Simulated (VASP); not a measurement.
Cost and result of VASP (PAW) for the lattice constant a of K (bcc). Static lattice. The cost counts the five points of the equation of state, each on the mesh and cut-off of its row, so the ratios hold those differences too. With PBE it took about 4 core-minutes. Times come from single runs on busy shared machines, so they are rough: good to a factor of about 2.

Measured: 5.212 Å at 0 K (as given by Gábor I. Csonka et al., Physical Review B (2009), arXiv:0903.4037; low-temperature or extrapolated to 0 K; zero-point anharmonic expansion removed).

| level | k-mesh | cut-off (eV) | lattice constant a (Å) | error (%) | cost over PBE |
|---|---|---|---|---|---|
| LDA | 10×10×10 | 520 | [?] | [?] | within a factor of 2 |
| PBEsol | 10×10×10 | 520 | 5.219 | +0.1 | within a factor of 2 |
| PBE | 10×10×10 | 520 | 5.287 | +1.4 | reference |
| r2SCAN | 10×10×10 | 520 | 5.353 | +2.7 | about 10 times |
| SCAN | 10×10×10 | 520 | [?] | [?] | about 10 times |

**Question.** Complete the blanks.

**Answer.** 
- LDA, lattice constant a (Å): 5.046
- LDA, error (%): -3.2
- SCAN, lattice constant a (Å): 5.327
- SCAN, error (%): +2.2

Left out are levels that failed, ran on another kind of processor or have no fit band path; at most nine are shown.

The compound is K in the bcc structure.
